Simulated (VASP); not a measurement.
An input for Ansatz (written as the equivalent of a VASP run, and not itself run):

Ansatz 0.2 input:
```yaml
crystal:
  lattice:
    - [2.9703750, 0.0000000, 0.0000000]
    - [0.0000000, 2.9703750, 0.0000000]
    - [0.0000000, 0.0000000, 2.9703750]
  atoms:
    - { symbol: Hg, position: [0.0000000, 0.0000000, 0.0000000] }
kpoints:
  mp_grid: { grid: [11, 11, 11] }
hamiltonian:
  xc: r2scan
  pseudopotentials: { kind: paw }
scf:
  occupations: { method: methfessel_paxton, width: 0.1 }
  max_iter: 100
relax:
  max_steps: 60
  f_tol: 0.01
  cell: {}
output: { forces: true, stress: true, eigenvalues: true }
```

Translate this input to VASP (INCAR, KPOINTS, POSCAR, choice of POTCAR).

Several could match; the one computed here: 
**KPOINTS**
```
Automatic mesh
0
Gamma
11 11 11
0 0 0
```

POSCAR:
```
Hg
1.0
  2.9703750000   0.0000000000   0.0000000000
  0.0000000000   2.9703750000   0.0000000000
  0.0000000000   0.0000000000   2.9703750000
Hg
1
direct
  0.0000000000   0.0000000000   0.0000000000
```

INCAR:
```
! general
SYSTEM   =  Hg
PREC     =  Accurate
ENCUT    =  400
LREAL    =  .False.
LASPH    =  .True.

! electronic loop
EDIFF    =  1E-6
NELM     =  100
ALGO     =  Normal
LMAXMIX  =  6
LMIXTAU  =  .True.

! smearing
ISMEAR   =  1
SIGMA    =  0.1

! functional
METAGGA  =  R2SCAN

! ions
IBRION   =  2
NSW      =  60
ISIF     =  3
EDIFFG   =  -0.01

! output
LWAVE    =  .False.
LCHARG   =  .False.
```

POTCAR, in this order: Hg (PBE.64 set). Program: vasp_std.

Limits of the translation: each code has its own PAW files, so the cut-off isn't converted (ENCUT is set for VASP's; basis.ecutwfc is left out, and Ansatz then takes the one that its files recommend); Ansatz stops its SCF on the density residual and VASP on the energy change (EDIFF).

The structure was generated: Hg was put into the simple-cubic type (Pm-3m), which need not be its known phase. This run relaxes it. Symmetry was kept, so distortions that lower it aren't found.
